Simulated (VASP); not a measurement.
A convergence study with VASP on CrO$_{2}$ (rutile): one setting is varied, all else stays as given below, so the limit is that of these other settings. Each run relaxes cell and ions from the cell shown. The basis is that of the starting cell, so low cut-offs carry a Pulay error.

```xyz
6
Lattice="4.4200 0.0000 0.0000 0.0000 4.4200 0.0000 0.0000 0.0000 2.9200" Properties=species:S:1:pos:R:3 pbc="T T T"
Cr     0.0000     0.0000     0.0000
Cr     2.2100     2.2100     1.4600
O      1.3393     1.3393     0.0000
O      3.5493     0.8707     1.4600
O      0.8707     3.5493     1.4600
O      3.0807     3.0807     0.0000
```
Starting moments (μB, in the order of the record's atoms Cr Cr O O O O): 2.5 2.5 0.0 0.0 0.0 0.0.

Calculation: PBE GGA, VASP's PBE PAW potentials (set 64) (plane waves; VASP). The tightest run used: 800 eV cut-off, 6×6×9 Γ-centred mesh, first-order Methfessel-Paxton smearing of 0.10 eV, potentials Cr_pv O.

The moments were started parallel, and other spin orders were not tried in this run.

Q: The settings run are ENCUT = 250; ENCUT = 300; ENCUT = 350; ENCUT = 400; ENCUT = 450; ENCUT = 500; ENCUT = 550; ENCUT = 600; ENCUT = 650; ENCUT = 700; ENCUT = 750; ENCUT = 800. From which on does the relaxed volume stay within 0.1 Å³/atom of the tightest run?

A: From ENCUT = 450 on: it is off by 0.080 there and by no more than 0.1 in any finer run, while ENCUT = 400 is off by 0.265.
```tsv
setting	relaxed volume (Å³/atom)	E (eV/atom)	moment (μB)	plane waves	difference judged (Å³/atom)
ENCUT = 250	7.649	-9.2562	0.001	524	1.990
ENCUT = 300	8.511	-8.6599	4.000	688	1.128
ENCUT = 350	9.032	-8.4522	4.000	876	0.607
ENCUT = 400	9.374	-8.4057	4.000	1056	0.265
ENCUT = 450	9.559	-8.3936	4.000	1251	0.080
ENCUT = 500	9.632	-8.3921	4.000	1472	0.007
ENCUT = 550	9.641	-8.3927	4.000	1687	0.002
ENCUT = 600	9.631	-8.3938	4.000	1936	0.007
ENCUT = 650	9.626	-8.3947	4.000	2166	0.013
ENCUT = 700	9.627	-8.3956	4.000	2428	0.012
ENCUT = 750	9.633	-8.3962	4.000	2688	0.006
ENCUT = 800	9.639	-8.3967	4.000	2968	0.000
```

Left out are rungs that failed or repeat a setting and relaxations that didn't move; long series are thinned to 24 rows.

The compound is CrO2 in the rutile structure.
